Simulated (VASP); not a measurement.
Here is the system:

```
Al2Pt
1.0
    0.00000     3.00491     3.00491
    3.00491     0.00000     3.00491
    3.00491     3.00491     0.00000
Al Pt
2 1
Cartesian
  1.50245   1.50245   1.50245
  4.50736   4.50736   4.50736
  0.00000   0.00000   0.00000
```

Computed with revTPSS meta-GGA, VASP's PBE PAW potentials (set 64) (plane waves; VASP 6.6.1). Numerical set-up: 520 eV cut-off, 9×9×9 Γ-centred mesh, first-order Methfessel-Paxton smearing of 0.10 eV, potentials Al Pt.

Q: Give the stress tensor in GPa (positive for a compressed cell).

A: 
```
-7.13   0.00   0.00
 0.00  -7.13   0.00
 0.00   0.00  -7.13
```
The pressure is its mean diagonal, -7.13 GPa.

The compound is PtAl2 in the fluorite structure. This cell is one point of a volume scan, at 1.06 of the reference volume.
